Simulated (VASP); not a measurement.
A run of VASP 6.6.1 is set up as follows.

INCAR

```
SYSTEM = MgO
  PREC = Accurate
  ENCUT = 520
  EDIFF = 1E-6
  ISMEAR = 0
  SIGMA = 0.02
  LREAL = .FALSE.
  LASPH = .TRUE.
  NELM = 80
  ALGO = Normal
  ISIF = 2
  LWAVE = .FALSE.
  LCHARG = .FALSE.
  METAGGA = R2SCAN
  LMIXTAU = .TRUE.
  NBANDS = 11
```

KPOINTS

```
Automatic mesh
0
G
  10 10 10
  0 0 0
```

POSCAR

```
MgO
1.0
    0.0000000000      2.1038000000      2.1038000000
    2.1038000000      0.0000000000      2.1038000000
    2.1038000000      2.1038000000      0.0000000000
Mg O
1 1
Direct
    0.0000000000      0.0000000000      0.0000000000
    0.5000000000      0.5000000000      0.5000000000
```

Potentials or basis: VASP PAW PBE potentials, release 64 (Mg, O).

The run is started by

```sh
$ cat potpaw_PBE.64/Mg/POTCAR potpaw_PBE.64/O/POTCAR > POTCAR
$ mpirun -np 1 vasp_std > vasp.out
```

Task: What does it give for the band gap on the k mesh?

Result: 5.64 eV, direct.

Task: Estimate the pressure.

Result: -1.5 GPa.

Caveat: the PAW data sets were made with another functional, which shifts forces and pressure a little.

**The experiment to reproduce.**

From “Electronic structure of alkaline earth and post-transition metal oxides”, 2009, arxiv:0908.1581, for a bulk crystal of MgO: band gap 7.83 eV.

Measured gap of MgO: 7.83 eV (quoted in “Electronic structure of alkaline earth and post-transition metal oxides”, 2009, arxiv:0908.1581). This calculation gives 5.64 eV (-2.19 eV). The value is that of r2SCAN, without temperature or zero-point motion.
